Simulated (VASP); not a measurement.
Data:

```yaml
crystal:
  lattice:
    - [1.79034, -3.10095, 0.00000]
    - [1.79034, 3.10095, 0.00000]
    - [0.00000, 0.00000, 5.53748]
  atoms:
    - { symbol: Er, position: [0.33333, 0.66667, 0.25000] }
    - { symbol: Er, position: [0.66667, 0.33333, 0.75000] }
```

These are r2SCAN meta-GGA, VASP's PBE PAW potentials (set 64) (plane waves; VASP 6.6.1) values and carry that method's errors. Run with 520 eV cut-off, 13×13×8 Γ-centred mesh, tetrahedra with Blöchl corrections, potentials Er_3.

The 4f electrons are frozen in the core of the lanthanide potential, so 4f levels, which can set the real gap, and their magnetism are missing.

Question: Give the energies of bands 7 to 12 at the high-symmetry points, in eV from the Fermi level.

Answer: 
```
band      Γ      M      K      A      L      H
----  -----  -----  -----  -----  -----  -----
7     -5.71  -2.12  -0.89  -4.00  -1.99  -0.48
8     -2.23  -1.38  -0.89  -4.00  -1.99  -0.48
9      0.95  -0.89  -0.78   1.25   0.14  -0.46
10     2.18  -0.29  -0.60   1.25   0.14  -0.46
11     2.18   1.75   1.37   2.08   1.52   0.43
12     2.73   1.83   1.37   2.08   1.52   0.43
```

It has no gap at this level: it comes out as a metal or semimetal.

The compound is Er in the hcp structure. It was relaxed first.
